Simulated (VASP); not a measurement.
TaTi: single point with LDA

TaTi:

```
CELL_PARAMETERS angstrom
1.59614 -2.27443 0.00000
1.59614 2.27443 0.00000
0.00000 0.00000 4.54184
ATOMIC_POSITIONS crystal
Ti 0.50000 0.50000 0.50000
Ta 0.00000 0.00000 0.00000
```

The cell comes from a database or a generator and needn't be the stable form of this composition.

The cell isn't the ideal one: relaxed again under DFT LDA, scalar-relativistic, plane waves, PAW.

```json
{
 "Program": "VASP 6.6.1",
 "Task": "single point",
 "Functional": "LDA",
 "Potentials or basis": "VASP PAW LDA potentials, release 64 (Ti_sv, Ta_pv)",
 "Cutoff": "520 eV",
 "k mesh": "16 × 16 × 10",
 "Occupations": "gaussian, width 0.1 eV",
 "Spin": "no spin polarisation"
}
```

| Item | Value |
| --- | --- |
| Pressure | 0.3 GPa |
| Band gap on the k mesh | none (metal or under the smearing width) |

Stress tensor (GPa, compression positive):
```
0.36 0.00 0.00
0.00 0.42 0.00
0.00 0.00 0.25
```

Levels at points of the mesh, in eV from the Fermi level:
```tsv
k point	band 8	band 9	band 10	band 11	band 12	band 13	band 14	band 15
(0.00, 0.00, 0.00)	-7.20	-3.65	-1.19	0.82	0.88	0.91	1.74	2.88
(0.50, 0.00, 0.00)	-3.33	-1.72	-1.67	-0.74	-0.55	0.13	2.62	3.37
(0.50, 0.50, 0.00)	-4.09	-3.33	-2.91	-1.03	1.69	3.24	3.94	4.33
(0.00, 0.00, 0.50)	-5.80	-3.94	-0.66	-0.15	0.18	0.43	2.48	2.50
(0.50, 0.00, 0.50)	-3.90	-3.62	-1.38	-0.78	1.53	2.04	2.95	3.19
(0.50, 0.50, 0.50)	-3.34	-2.22	-1.66	-0.99	1.24	1.26	1.80	2.11
```

It took 5.4 min on 1 thread of AMD EPYC 9R45 (Zen 5), on a shared host, peak memory 0.33 GiB.

The run has no spin-orbit coupling, so splittings on Ta are missing.
